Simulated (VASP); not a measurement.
VASP input:

### INCAR
```
SYSTEM = InP
PREC = Accurate
ENCUT = 400
EDIFF = 1E-6
NELM = 100
ALGO = Normal
LREAL = .FALSE.
LASPH = .TRUE.
ISMEAR = 0
SIGMA = 0.05
GGA = PE
LMAXMIX = 4
LWAVE = .FALSE.
LCHARG = .FALSE.
ISIF = 2
ICHARG = 11
```

KPOINTS:
```
Automatic mesh
0
Gamma
6 6 6
0 0 0
```

File POSCAR:
```
InP
1
    0.0000000000     2.9350000000     2.9350000000
    2.9350000000     0.0000000000     2.9350000000
    2.9350000000     2.9350000000     0.0000000000
In P
1 1
Direct
  0.0000000000   0.0000000000   0.0000000000
  0.2500000000   0.2500000000   0.2500000000
```

POTCAR, in this order: In_d P (PBE.64 set). Program: vasp_std.

What VASP printed:

### standard output
```
 POSCAR found type information on POSCAR InP
 POSCAR found :  2 types and       2 ions
 Reading from existing POTCAR
 Reading from existing POTCAR
 LDA part: xc-table for (Slater+PW92), standard interpolation
 WARNING: stress and forces are not correct
 POSCAR, INCAR and KPOINTS ok, starting setup
 WAVECAR not read
 WARNING: CHGCAR is incomplete

 -----------------------------------------------------------------------------
|                                                                             |
|     EEEEEEE  RRRRRR   RRRRRR   OOOOOOO  RRRRRR      ###     ###     ###     |
|     E        R     R  R     R  O     O  R     R     ###     ###     ###     |
|     E        R     R  R     R  O     O  R     R     ###     ###     ###     |
|     EEEEE    RRRRRR   RRRRRR   O     O  RRRRRR       #       #       #      |
|     E        R   R    R   R    O     O  R   R                               |
|     E        R    R   R    R   O     O  R    R      ###     ###     ###     |
|     EEEEEEE  R     R  R     R  OOOOOOO  R     R     ###     ###     ###     |
|                                                                             |
|     ICHARG>10                                                               |
|                                                                             |
|       ---->  I REFUSE TO CONTINUE WITH THIS SICK JOB ... BYE!!! <----       |
|                                                                             |
 -----------------------------------------------------------------------------
```

Question: Read input and log: which fault does this run have?
A. ICHARG = 11 asks for a fixed density, but there is no CHGCAR
B. selective dynamics freezes every atom
C. NSW is too small for the relaxation to finish
D. SIGMA is far too large

Answer: A, ICHARG = 11 asks for a fixed density, but there is no CHGCAR. VASP stops with an error: ERROR: charge density could not be read from file CHGCAR for ICHARG>10 ----> I REFUSE TO CONTINUE WITH THIS SICK JOB ... BYE!!! <----

To mend it, run self-consistently first and keep its CHGCAR, or remove ICHARG. The plain static run on this cell (PBE GGA, plane waves, VASP's PBE PAW potentials (set 64)) converges, and its OSZICAR ends with
```
   1 F= -.83746289E+01 E0= -.83746289E+01  d E =-.786202E-13
```

The compound is InP in the zinc blende structure. The cell was not relaxed at this level.
